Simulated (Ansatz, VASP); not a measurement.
**Re (Rhenium) in two plane-wave programs**

Wanted: the spread between two codes on one cell, functional and k mesh. The cell is taken from a series of runs on this material, whose earlier steps may have relaxed, scaled, displaced or heated it; both programs get it as it stands.

Method: plane waves, with VASP 6.6.1 beside it; zone-centre phonons at LDA, in Ansatz 0.2.0.

## (1) Starting point

The structure is hexagonal, space group P6_3/mmc (No. 194). Conventional cell: a = 2.792 Å, b = 2.792 Å, c = 4.354 Å, α = 90.00°, β = 90.00°, γ = 120.00°. Re has 12 Re at 2.71 to 2.79 Å nearest.

## (2) Ansatz: zone-centre phonons, LDA

Ansatz runs on its PAW soft_1 files.

Second derivatives magnify differences that forces hide, and they need a tight electronic threshold.

File input.yaml:

```yaml
crystal:
  lattice:
    - [2.792297044, 0.0, 0.0]
    - [-1.396148522, 2.418200175, 0.0]
    - [0.0, 0.0, 4.3544761852]
  atoms:
    - { symbol: Re, position: [0.3333333333, 0.6666666667, 0.25] }
    - { symbol: Re, position: [0.6666666667, 0.3333333333, 0.75] }
kpoints:
  mp_grid: { grid: [18, 18, 12] }
hamiltonian:
  xc: lda
  pseudopotentials: { kind: paw, azcp: { folder: soft_1 }, xc_functional: pbe }
scf:
  occupations: { method: methfessel_paxton, width: 0.2 }
output:
  eigenvalues: true
phonons:
  method: dfpt
```

Run with:

```sh
$ ansatz run input.yaml --threads 4 --pin off --max-ram 10240MiB --backend cpu --events-out ev --progress --plain --runs-dir out
```

Numbers of over 12 decimals in the logs are rounded to 6 here.

Log:

```text
zone centre: on kpoints.mp_grid the ground state, and the responses unless they are solved on pairs of k-points, stand on 637 of the mesh's 3888 k-points, reduced under 4 symmetry operations, with k and −k counted as one. Each operation leaves every solved displacement unchanged or reverses it
Engine: ansatz 0.2.0, x86_64-unknown-linux-gnu
Pseudopotentials: kind: paw
Pseudopotential: Re, paw, valence charge 15, recommended cutoff 420 eV (normal), soft_1/Re.paw.azcp
Functional definition: SPW92
  exchange = slater_x
  correlation = pw_c
Crystal: 2 atoms, lattice volume = 29.403 Å³
Basis set: ecut = 420 eV, 591 PW (Γ), exchange–correlation on 40×40×60 points (8 copies of the dense FFT grid, shifted against one another)
Bands: 19, of which v1, the nominal top of the filled ones, is band 15 counted from 1 (14 counted from 0)
Symmetry: 24 space group operations
k-points: 637 of 3888 (irreducible under 4 space group operations, time reversal used)
Non-local potential: Re, projectors of the file, l = 0: 3, l = 1: 2, l = 2: 2, l = 3: 1
PAW form: soft (Blöchl's): semilocal exchange-correlation on the pseudo side does not see the compensation charge
PAW frozen core: Re, regenerated for the run's functional, and the local potential with it (the file was generated under x = pbe(κ = 0.804, μ = 0.219515), c = pbe(β = 0.066725))
PAW one-centre angular grid: Re, 590 points (default); XC on 64 Gauss nodes
Initial density: superposition of atomic densities (chi_scale 0.1, normalization cell)
Initial wavefunctions: pseudopotential atomic-orbital guess
Functional: x = slater, c = lda
SCF iter   1: F=—  HF=-21217.498221 eV  |F-HF|=—  |Δ(HF+E_count)|=         —  Δρ=5.89e-2  dr2=9.39e-1  ethr=3.10e-3  ⟨swp⟩=4.5  Hψ=47848  notcnv=0
preconditioner: auto → none  [metal: Δε(μ)=0.007 eV  Ē_g=6.353 eV  σ=0.200 eV  W_gap=0.03  n_scr=8 (ndim 8)  ℏωp=25.6 eV  f_vac=0.000  D(μ)=1.78/eV (n_scr^D=22)  sad-step TF]
SCF iter   2: F=—  HF=-21217.230348 eV  |F-HF|=—  |Δ(HF+E_count)|=   2.68e-1  S|Δr|=    0.00e0  Δρ=3.40e-2  dr2=3.01e-1  ethr=3.10e-3  ⟨swp⟩=2.0  Hψ=19425  notcnv=0  defer=4
SCF iter   3: F=—  HF=-21217.107948 eV  |F-HF|=—  |Δ(HF+E_count)|=   1.22e-1  S|Δr|=    0.00e0  Δρ=1.59e-3  dr2=2.85e-4  ethr=1.00e-3  ⟨swp⟩=2.9  Hψ=22875  notcnv=0  defer=4
SCF iter   4: F=—  HF=-21217.108157 eV  |F-HF|=—  |Δ(HF+E_count)|=   2.09e-4  S|Δr|=    0.00e0  Δρ=2.00e-4  dr2=1.38e-5  ethr=9.51e-7  ⟨swp⟩=2.0  Hψ=18067  notcnv=0  defer=4
SCF iter   5: F=—  HF=-21217.108151 eV  |F-HF|=—  |Δ(HF+E_count)|=   5.56e-6  S|Δr|=    0.00e0  Δρ=3.29e-5  dr2=2.17e-7  ethr=4.62e-8  ⟨swp⟩=2.0  Hψ=16511  notcnv=0  defer=4
SCF iter   6: F=—  HF=-21217.108151 eV  |F-HF|=—  |Δ(HF+E_count)|=   2.40e-7  S|Δr|=    0.00e0  Δρ=8.27e-6  dr2=1.43e-8  ethr=7.24e-10  ⟨swp⟩=2.8  Hψ=22769  notcnv=0  defer=4
SCF iter   7: F=—  HF=-21217.108151 eV  |F-HF|=—  |Δ(HF+E_count)|=  4.95e-10  S|Δr|=    0.00e0  Δρ=1.21e-6  dr2=2.40e-10  ethr=4.76e-11  ⟨swp⟩=2.3  Hψ=16713  notcnv=0  defer=4
SCF iter   8: F=-21217.108151 eV  HF=-21217.108151 eV  |F-HF|=1.46e-11  |Δ(HF+E_count)|=  3.64e-12  S|Δr|=    0.00e0  Δρ=8.62e-8  dr2=1.20e-12  ethr=1.00e-12  ⟨swp⟩=5.9  Hψ=52593  notcnv=0
SCF 1 converged in 8 iterations: F = -21217.108151 eV  dr2 = 1.20e-12
  greatest PAW one-centre occupation: 0.999 electrons in one spin orbital (limit 2), on the Re atom at site 1 (counted from 0), in its partial waves of l = 0
DFPT response loops at Γ: preconditioner auto → Kerker (q_TF=auto, 2.737 Å⁻¹) (partly filled bands, converged f_vac=0.000); β = 1.00, the filter's whole step (`scf.mixing.beta` (0.50) is not read by the response loops under this deck's `scf.mixing.preconditioner`; to damp them name `kerker` or `kerker_dos`, under which they read `scf.mixing.beta`, and type it under 1.00, their step now; both keys bind the ground state too); Broyden in place of MSR1
SCF converged after 8 iterations
Stability not checked: this state was not tested for a lower state beside it, because cold or Methfessel-Paxton smearing, or corrected tetrahedra, fill the levels in a way that the test cannot read (fill_not_monotonic; see scf.lower_state_search)
Free energy (F): -21217.108151 eV
Harris-Foulkes:  -21217.108151 eV  (|F-HF|=1.46e-11)
Internal energy: -21217.108560 eV  (E = F + TS)
E sigma→0 (E₀):  -21217.108253 eV
Entropy (-TS):   0.000409 eV (0.205 meV/atom)
Fermi energy:    23.651848 eV
--- Per-component energies (eV) ---
  E_band       = -151.286851
  E_kinetic    = 1047.648015
  E_local      = -1558.474507  (includes V_loc(G=0)·N_el)
  E_nonlocal   = 171.935467
  E_hartree    = 541.427053
  E_xc         = -708.648541
  E_vxc        = -581.556626  (∫ρ·V_xc dr)
  E_paw        = -16893.024139  (= ΣΔE_a)
  E_vpaw       = -313.693443  (= ΣTr[D̂ρ^β])
  E_aug_tail   = 0.000100  (compensation charges beyond the density's cutoff)
  E_ewald      = -3818.610347
  E_core_change = 0.638340  (= ΣΔE_core)
  E_smearing   = 0.000409  (= −TS)
  E_closure    = -0.000000  (closes the sum)
  Σ components = -21217.108151   (vs F -21217.108151, Δ=0.00e0)
--- Band table (eV; the first three rows and the last of 637) ---
  k-point 0: bands = [... 11 lower, 22.0291, 22.5291, 22.9701, 22.9701, 23.5523, 23.5523, 24.8176, 27.0432]
  k-point 1: bands = [... 11 lower, 21.9621, 22.4700, 22.9028, 22.9028, 23.7050, 23.7050, 24.5445, 27.0687]
  k-point 2: bands = [... 11 lower, 21.8285, 22.3037, 22.7226, 22.7226, 23.8597, 24.0905, 24.0905, 27.1141]
  k-point 636: bands = [... 11 lower, 20.4595, 21.5608, 21.5608, 23.5085, 23.5085, 27.6600, 27.6600, 29.8978]
--- Phonons (Γ-DFPT): 2 representative perturbations + reference, on 637 of 3888 k-points (Σ response iterations 5) ---
  k mesh reduced under 4 symmetry operations, with k and −k counted as one. Each operation leaves every solved displacement unchanged or reverses it
  ASR residual: 1.587e-4 → 0.000e0 eV/Å²; symmetrization residual: 1.137e-13 eV/Å²
  ASR residual per site (eV/Å²): 1.59e-4 1.59e-4
  Γ frequencies (cm⁻¹): 0.00 0.00 0.00 109.26 116.46 116.46
  non-analytic LO–TO correction: not included (Born effective charges unavailable; polar crystals: no LO–TO splitting at Γ)
```

## (3) VASP: zone-centre phonons, LDA

The same cell, functional (in two slightly different forms), mesh and smearing now go to VASP, with its own data sets.

Lines of VASP's logs that name or quote its potential files are left out, and so is its time.

File INCAR:

```
SYSTEM = Re
PREC = Accurate
ENCUT = 600
EDIFF = 1E-08
NELM = 120
ISMEAR = 1
SIGMA = 0.2
LREAL = .FALSE.
ALGO = Normal
GGA = CA
NBANDS = 13
LASPH = .TRUE.
LORBIT = 11
LWAVE = .FALSE.
LCHARG = .FALSE.
ISIF = 2
IBRION = 8
GGA_COMPAT = .FALSE.
KPAR = 2
```

File POSCAR:

```
Re
1.0
    2.7922970440      0.0000000000      0.0000000000
   -1.3961485220      2.4182001750      0.0000000000
    0.0000000000      0.0000000000      4.3544761852
Re
2
Direct
    0.3333333333      0.6666666667      0.2500000000
    0.6666666667      0.3333333333      0.7500000000
```

File KPOINTS:

```
Automatic mesh
0
Gamma
18 18 12
0 0 0
```

Potentials, in the order of the species: Re (LDA family, release 64).

Run with:

```sh
$ mpirun -np 2 vasp_std
```

Log:

```text
[banner, memory and clock lines left out]
running    2 mpi-ranks, on    1 nodes
 distrk:  each k-point on    1 cores,    2 groups
 distr:  one band on    1 cores,    1 groups

 POSCAR found type information on POSCAR Re
 POSCAR found :  1 types and       2 ions
 LDA part: xc-table for (Slater(with rela. corr.)+CA(PZ))
 , standard interpolation
 POSCAR, INCAR and KPOINTS ok, starting setup
 FFT: planning ... GRIDC
 FFT: planning ... GRID_SOFT
 FFT: planning ... GRID
 WAVECAR not read
 entering main loop
       N       E                     dE             d eps       ncg     rms          rms(c)
DAV:   1     0.119343664573E+03    0.11934E+03   -0.64078E+03  7396   0.123E+03
DAV:   2    -0.201461090747E+02   -0.13949E+03   -0.12350E+03 10660   0.450E+02
DAV:   3    -0.287542001763E+02   -0.86081E+01   -0.74646E+01 11240   0.145E+02
DAV:   4    -0.289515543418E+02   -0.19735E+00   -0.19242E+00 11148   0.134E+01
DAV:   5    -0.289528271727E+02   -0.12728E-02   -0.12719E-02 11032   0.178E+00    0.427E+01
DAV:   6    -0.278371648390E+02    0.11157E+01   -0.99082E-01 11490   0.167E+01    0.179E+01
DAV:   7    -0.274963745870E+02    0.34079E+00   -0.61618E-01 11504   0.128E+01    0.401E-01
DAV:   8    -0.274861803076E+02    0.10194E-01   -0.58020E-03 10932   0.793E-01    0.175E-01
DAV:   9    -0.274852041547E+02    0.97615E-03   -0.37996E-04 10049   0.198E-01    0.417E-02
DAV:  10    -0.274852065673E+02   -0.24126E-05   -0.43917E-05 10961   0.574E-02    0.206E-02
DAV:  11    -0.274852061622E+02    0.40517E-06   -0.65364E-07 11227   0.124E-02    0.124E-03
DAV:  12    -0.274852061366E+02    0.25529E-07   -0.30055E-08  8524   0.214E-03    0.680E-04
DAV:  13    -0.274852061346E+02    0.19879E-08   -0.49910E-09  6107   0.148E-03
   1 F= -.27485206E+02 E0= -.27485292E+02  d E =0.256098E-03
 Linear response reoptimize wavefunctions to high precision
DAV:   1    -0.274852061337E+02    0.95588E-09   -0.55514E-09  8609   0.826E-04
DAV:   2    -0.274852061337E+02   -0.16826E-10   -0.10408E-10  5502   0.215E-04
 Linear response DOF=           2
 Linear response progress:
  Degree of freedom:   1/  2
       N       E                     dE             d eps       ncg     rms          rms(c)
RMM:   1    -0.933961876759E-01   -0.93396E-01    0.12536E-01 31065   0.197E+01
RMM:   2    -0.143914860222E+00   -0.50519E-01   -0.53269E-02 51344   0.206E+00    0.124E-01
RMM:   3    -0.143842888599E+00    0.71972E-04   -0.32121E-03 55696   0.435E-01    0.871E-02
RMM:   4    -0.143181663406E+00    0.66123E-03   -0.74615E-04 51919   0.234E-01    0.171E-02
RMM:   5    -0.143239485822E+00   -0.57822E-04   -0.28624E-05 52909   0.587E-02    0.798E-03
RMM:   6    -0.143260355305E+00   -0.20869E-04   -0.42528E-06 54909   0.173E-02    0.418E-03
RMM:   7    -0.143267551145E+00   -0.71958E-05   -0.76084E-08 52289   0.704E-03    0.139E-03
RMM:   8    -0.143269753873E+00   -0.22027E-05   -0.27868E-07 56594   0.288E-03    0.410E-04
RMM:   9    -0.143268913359E+00    0.84051E-06   -0.34059E-09 56610   0.887E-04    0.833E-05
RMM:  10    -0.143268961412E+00   -0.48053E-07   -0.31469E-08 57733   0.439E-04    0.231E-05
RMM:  11    -0.143269008301E+00   -0.46889E-07   -0.20843E-08 59296   0.307E-04    0.903E-06
RMM:  12    -0.143269007878E+00    0.42294E-09   -0.21082E-08 57453   0.273E-04    0.429E-06
 first order change of Fermi-energy  -0.52164E-05
 force on displaced ion       1 direction 1 :  -4.620   0.000   0.000
 Linear response progress:
  Degree of freedom:   2/  2
       N       E                     dE             d eps       ncg     rms          rms(c)
RMM:   1    -0.130400612118E+00   -0.13040E+00    0.12642E-01 10842   0.207E+01
RMM:   2    -0.183727830133E+00   -0.53327E-01   -0.43882E-02 16201   0.229E+00    0.198E-01
RMM:   3    -0.184946991730E+00   -0.12192E-02   -0.92706E-03 18574   0.759E-01    0.116E-01
RMM:   4    -0.185071959420E+00   -0.12497E-03   -0.52146E-04 18449   0.168E-01    0.655E-02
RMM:   5    -0.185324900889E+00   -0.25294E-03   -0.90168E-05 19113   0.122E-01    0.129E-02
RMM:   6    -0.185338191903E+00   -0.13291E-04   -0.32984E-05 17945   0.322E-02    0.645E-03
RMM:   7    -0.185326759516E+00    0.11432E-04    0.21813E-05 18023   0.129E-02    0.332E-03
RMM:   8    -0.185340767241E+00   -0.14008E-04    0.73111E-06 18297   0.840E-03    0.692E-04
RMM:   9    -0.185339743841E+00    0.10234E-05    0.56253E-06 18074   0.290E-03    0.121E-04
RMM:  10    -0.185339757451E+00   -0.13610E-07   -0.41726E-06 19665   0.971E-04    0.629E-05
RMM:  11    -0.185338915529E+00    0.84192E-06    0.15262E-06 18644   0.462E-04    0.116E-05
RMM:  12    -0.185339061359E+00   -0.14583E-06   -0.42855E-07 20565   0.324E-04    0.462E-06
RMM:  13    -0.185339017392E+00    0.43967E-07   -0.14551E-07 19682   0.297E-04    0.240E-06
RMM:  14    -0.185339026977E+00   -0.95858E-08   -0.13340E-07 20030   0.287E-04    0.542E-07
RMM:  15    -0.185339023136E+00    0.38414E-08   -0.98388E-08 20927   0.287E-04    0.197E-07
 first order change of Fermi-energy   0.12678E-03
 force on displaced ion       1 direction 3 :  -0.000  -0.000  -3.760
 Linear response finished
```

OUTCAR, selected parts (step 3):

```text
ion  position               nearest neighbor table
   1  0.333  0.667  0.250-   2 2.71   2 2.71   2 2.71   2 2.71   2 2.71   2 2.71
   2  0.667  0.333  0.750-   1 2.71   1 2.71   1 2.71   1 2.71   1 2.71   1 2.71

  LATTYP: Found a hexagonal cell.
 ALAT       =     2.7922970440
 C/A-ratio  =     1.5594602281

 Subroutine GETGRP returns: Found 24 space group operations
 (whereof 12 operations were pure point group operations)

The static configuration has the point symmetry D_3d.
 The point group associated with its full space group is D_6h.

 Found    259 irreducible k-points:

   k-points           NKPTS =    259   k-points in BZ     NKDIM =    259   number of bands    NBANDS=     13

   dimension x,y,z NGX =    24 NGY =   24 NGZ =   36
   dimension x,y,z NGXF=    48 NGYF=   48 NGZF=   72

   ENCUT  =  600.0 eV  44.10 Ry    6.64 a.u.   5.58  5.58  8.70*2*pi/ulx,y,z

   NELECT =      14.0000    total number of electrons

 k-points in reciprocal lattice and weights: Automatic mesh
   0.00000000  0.00000000  0.00000000       0.000
   0.05555556  0.00000000  0.00000000       0.002
   0.11111111  0.00000000  0.00000000       0.002
   0.16666667 -0.00000000  0.00000000       0.002
   0.22222222 -0.00000000  0.00000000       0.002
   0.27777778  0.00000000  0.00000000       0.002
   0.33333333  0.00000000  0.00000000       0.002
   0.38888889 -0.00000000  0.00000000       0.002
   0.44444444 -0.00000000  0.00000000       0.002
[...]
0.33333333  0.27777778  0.50000000       0.003
   0.33333333  0.33333333  0.50000000       0.001

 average (electrostatic) potential at core
       1 -39.4033       2 -39.4033

  Total       -2.2959850     -2.2959850      0.2022311      0.0000000      0.0000000      0.0000000
  in kB     -125.1093726   -125.1093726     11.0196746      0.0000000      0.0000000      0.0000000
  external PRESSURE =     -79.7330235 kB  Pullay stress =       0.0000000 kB

  energy-cutoff  :      600.00
  volume of cell :       29.40
      direct lattice vectors                 reciprocal lattice vectors
     2.792297044  0.000000000  0.000000000     0.358128087  0.206765348  0.000000000
    -1.396148522  2.418200175  0.000000000     0.000000000  0.413530695  0.000000000
     0.000000000  0.000000000  4.354476185     0.000000000  0.000000000  0.229648747

 POSITION                                       TOTAL-FORCE (eV/Angst)
 -----------------------------------------------------------------------------------
     -0.00000      1.61213      1.08862        -0.000000      0.000000      0.000000
      1.39615      0.80607      3.26586         0.000000      0.000000      0.000000
 -----------------------------------------------------------------------------------
    total drift:                               -0.000000      0.000000     -0.000000

 Eigenvectors and eigenvalues of the dynamical matrix
 ----------------------------------------------------

   1 f  =    3.482560 THz    21.881572 2PiTHz  116.165708 cm-1    14.402706 meV
             X         Y         Z           dx          dy          dz
     -0.000000  1.612133  1.088619    -0.707107    0.000000    0.000000
      1.396149  0.806067  3.265857     0.707107    0.000000    0.000000

   2 f  =    3.482560 THz    21.881572 2PiTHz  116.165708 cm-1    14.402706 meV
             X         Y         Z           dx          dy          dz
     -0.000000  1.612133  1.088619     0.000000   -0.707107   -0.000000
      1.396149  0.806067  3.265857     0.000000    0.707107    0.000000

   3 f  =    3.141497 THz    19.738606 2PiTHz  104.789053 cm-1    12.992181 meV
             X         Y         Z           dx          dy          dz
     -0.000000  1.612133  1.088619     0.000000    0.000000   -0.707107
      1.396149  0.806067  3.265857     0.000000    0.000000    0.707107

   4 f  =    0.000000 THz     0.000000 2PiTHz    0.000000 cm-1     0.000000 meV
             X         Y         Z           dx          dy          dz
     -0.000000  1.612133  1.088619     0.707107    0.000000    0.000000
      1.396149  0.806067  3.265857     0.707107    0.000000    0.000000

   5 f  =    0.000000 THz     0.000000 2PiTHz    0.000000 cm-1     0.000000 meV
             X         Y         Z           dx          dy          dz
     -0.000000  1.612133  1.088619     0.000000    0.707107    0.000000
      1.396149  0.806067  3.265857     0.000000    0.707107    0.000000

   6 f  =    0.000000 THz     0.000000 2PiTHz    0.000000 cm-1     0.000000 meV
             X         Y         Z           dx          dy          dz
     -0.000000  1.612133  1.088619     0.000000   -0.000000    0.707107
      1.396149  0.806067  3.265857     0.000000    0.000000    0.707107

 ELASTIC MODULI CONTR FROM IONIC RELAXATION (kBar)
 Direction    XX          YY          ZZ          XY          YZ          ZX
 --------------------------------------------------------------------------------
 XX        -141.8414    141.8414     -0.0000     -0.0000     -0.0000      0.0000
 YY         141.8414   -141.8414      0.0000      0.0000     -0.0000      0.0000
 ZZ          -0.0000      0.0000     -0.0000     -0.0000     -0.0000      0.0000
 XY          -0.0000      0.0000     -0.0000   -141.8414     -0.0000      0.0000
 YZ          -0.0000     -0.0000     -0.0000     -0.0000     -0.0000      0.0000
 ZX           0.0000      0.0000      0.0000      0.0000      0.0000      0.0000
 --------------------------------------------------------------------------------
```

The data set Re keeps the semicore shell frozen, which is cheaper and a little less accurate.

## (4) Comparison

Known differences besides the potentials themselves: the two LDA forms differ slightly; the data sets hold 30 valence electrons in Ansatz (on its PAW soft_1 files) and 14 in VASP; the cutoff is 420 eV in Ansatz and 600 eV in VASP; VASP's log shows a relativistic correction to its local exchange, Ansatz's none. Total energies have different zeros and are not compared.

Both answers:

```csv
quantity,Ansatz,VASP,difference
optical mode 1 (cm⁻¹),109.3,104.8,+4.27 %
optical mode 2 to 3 (cm⁻¹),116.5,116.2,+0.25 %
```

Modes are paired by rising frequency, not by their patterns, so a pair may set unlike modes beside each other; they are those without the splitting of longitudinal modes.

## (5) Summary of results

```yaml
r_m_s_difference_of_the_optical_zone_centre_modes_each_program_s_sorted_by_frequency_zone_centre_phonons_lda: 2.6 cm⁻¹
difference_in_optical_mode_1_zone_centre_phonons_lda: +4.3 %
```

What this shows: The r.m.s. difference of the optical zone-centre modes, each program's sorted by frequency is 2.6 cm⁻¹ (zone-centre phonons, LDA). The data sets hold unlike numbers of valence electrons (30 in Ansatz and 14 in VASP), so part of the differences comes from the potentials. Among the rows given in per cent, the largest difference of the zone-centre phonons, LDA pair is in optical mode 1, +4.3 %. How closely two codes agree says nothing of how well the functional describes the real material.

[Lines on the potential files, build, host, timing and source positions are cut from VASP's logs without a mark.]

[Logs are printed without paths, hosts, clocks, repeated set-up lines and the standing remarks that a program may print on its own settings, such as how far it seeks lower states.]

[Hosts, paths, dates, database ids (printed as entryN), source tags and the programs' standing remarks are cut or masked in the printed files.]
